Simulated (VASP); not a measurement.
Data:

```xyz
2
Lattice="1.6150 -2.7973 0.0000 1.6150 2.7973 0.0000 0.0000 0.0000 5.1500" Properties=species:S:1:pos:R:3 pbc="T T T"
Zr     1.6150     0.9324     1.2875
Zr     1.6150    -0.9324     3.8625
```

Calculation: LDA (Ceperley-Alder, Perdew-Zunger), VASP's LDA PAW potentials (set 64) (plane waves; VASP). Numerical set-up: 520 eV cut-off, 12×12×7 Γ-centred mesh, first-order Methfessel-Paxton smearing of 0.10 eV, potentials Zr_sv.

Energy and stress use the plane-wave basis of the starting cell.

Problem. The ions, cell shape and volume are relaxed. What does this cell relax into?

Solution. 
```xyz
2
Lattice="1.5718 -2.7224 0.0000 1.5718 2.7224 0.0000 0.0000 0.0000 5.0966" Properties=species:S:1:pos:R:3 pbc="T T T"
Zr     1.5718     0.9075     1.2741
Zr     1.5718    -0.9075     3.8224
```
Space group P6_3/mmc (194), at a tolerance of 0.03 Å.

Problem. How do energy and volume change from the first to the last step?

Solution. The energy (σ→0) changes by -29.3 meV/atom and the volume by -6.3 %, in 9 ionic steps.

The compound is Zr in the hcp structure. This run relaxes it. Symmetry was kept, so distortions that lower it aren't found.
